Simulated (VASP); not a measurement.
Method: PBEsol GGA, VASP's PBE PAW potentials (set 64) (plane waves; VASP).

VASP input:

File KPOINTS:
```
Automatic mesh
0
Gamma
12 12 10
0 0 0
```

**INCAR**
```
SYSTEM = ZnNi
LCHARG = .False.
EDIFF = 1E-6   ! SCF stop (eV)
ISIF = 3   ! ions, shape and volume
NSW = 60   ! most ionic steps
IBRION = 2   ! conjugate gradients
NELM = 100   ! most electronic steps
ISMEAR = 1   ! Methfessel-Paxton
LREAL = .False.   ! projection in real space or not
LWAVE = .False.
SIGMA = 0.1
ENCUT = 400   ! plane-wave cut-off (eV)
LMAXMIX = 4   ! l cut-off of mixed one-centre charges
LASPH = .True.
PREC = Accurate
EDIFFG = -0.01   ! ionic stop
GGA = PS   ! PBEsol
ALGO = Normal   ! blocked Davidson
```

File POSCAR:
```
ZnNi
1.0
  2.6630116947   0.0000000000   0.0000000000
  0.0000000000   2.6630116947   0.0000000000
  0.0000000000   0.0000000000   3.2374126895
Zn Ni
1 1
Cart
  1.3315058474   1.3315058474   1.6187063448
  0.0000000000   0.0000000000   0.0000000000
```

POTCAR, in this order: Zn Ni (PBE.64 set). Program: vasp_std.

**Question.** Predict the energy per atom (σ→0), volume per atom, band gap (on the k-mesh).

**Answer.** 
energy per atom (σ→0): -399.1 kJ/mol-atom
band gap (on the k-mesh): none (metal, semimetal or under 0.01 eV)
volume per atom: 11.46 Å³/atom

OSZICAR:
```
...
DAV:   6    -0.827329161008E+01    0.28688E-06   -0.31417E-06  4647   0.394E-02
   3 F= -.82732916E+01 E0= -.82732901E+01  d E =-.325293E-04
       N       E                     dE             d eps       ncg     rms          rms(c)
DAV:   1    -0.827330185164E+01   -0.99547E-05   -0.10437E-04  5082   0.210E-01    0.265E-02
DAV:   2    -0.827330145496E+01    0.39668E-06   -0.10801E-04  5145   0.189E-01    0.263E-02
DAV:   3    -0.827329239271E+01    0.90622E-05   -0.47066E-05  5285   0.145E-01    0.831E-03
DAV:   4    -0.827329173195E+01    0.66077E-06   -0.17276E-06  3230   0.298E-02
   4 F= -.82732917E+01 E0= -.82732902E+01  d E =-.326511E-04
```

The structure comes from a measured ZnNi entry (P4/mmm) of the Crystallography Open Database, whose conditions weren't checked. This run relaxes it. Symmetry was kept, so distortions that lower it aren't found. The start is the result of an earlier pass. The run is not spin-polarised, so no magnetic state was tried.
